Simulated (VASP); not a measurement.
Data:

```xyz
5
Lattice="4.0997 0.0000 0.0000 -2.0498 3.5504 0.0000 0.0000 0.0000 7.0926" Properties=species:S:1:pos:R:3 pbc="T T T"
Mg     0.0000     0.0000     0.0000
Cd     0.0000     2.3670     4.4683
Cd     2.0498     1.1835     2.6242
P      0.0000     2.3670     1.8441
P      2.0498     1.1835     5.2485
```

Method: PBE GGA, VASP's PBE PAW potentials (set 64) (plane waves; VASP). Run with 300 eV cut-off, 6×6×3 Γ-centred mesh, Gaussian smearing of 0.27 eV, potentials Mg Cd P.

At this cut-off the stress carries a Pulay error, which pulls relaxed volumes low.

What does the run give for the energy per atom (σ→0), pressure, largest force, band gap (on the k-mesh) with the smallest direct gap where there is one?

| Item | Value |
|---|---|
| band gap (on the k-mesh) | 0.22 eV |
| smallest direct gap (on the k-mesh) | 0.22 eV |
| energy per atom (σ→0) | -2.803 eV/atom |
| pressure | 7.16 GPa |
| largest force | 0.04394 Ha/bohr |

The absolute energy has meaning only against runs of the same code, potentials and settings.

The structure was generated: Cd2MgP2 was put into an ordered model structure, which need not be its known phase. The cell was not relaxed at this level.
